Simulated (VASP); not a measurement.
Fe (bcc) relaxed at rising pressure, in one space group throughout; other phases were not tried. The pressures are those reached. These are LDA (Ceperley-Alder, Perdew-Zunger), VASP's LDA PAW potentials (set 64) (plane waves; VASP) values and carry that method's errors.

```csv
P (GPa),V (Å³/atom),k-mesh
0.03,10.359,18×18×18
5.01,10.154,19×19×19
9.84,9.982,19×19×19
19.74,9.678,19×19×19
29.74,9.421,19×19×19
```

A change of mesh leaves a small step in the series.

**Question.** Fit an equation of state and predict the volume at 44.95 GPa.

**Answer.** Least squares on the third-order Birch-Murnaghan form, P = (3B0/2)(y⁷ − y⁵)[1 + (3/4)(B′ − 4)(y² − 1)] with y = (V0/V)^(1/3), gives V0 = 10.359 Å³/atom, B0 = 238 GPa and B′ = 5.8, and so 9.099 Å³/atom. The run gave 9.086 Å³/atom, -0.1 % from the fit.

Pressures at which the relaxation failed are left out.

The compound is Fe in the bcc structure. The spin order is the one that the start imposed; others were not tried in this run.
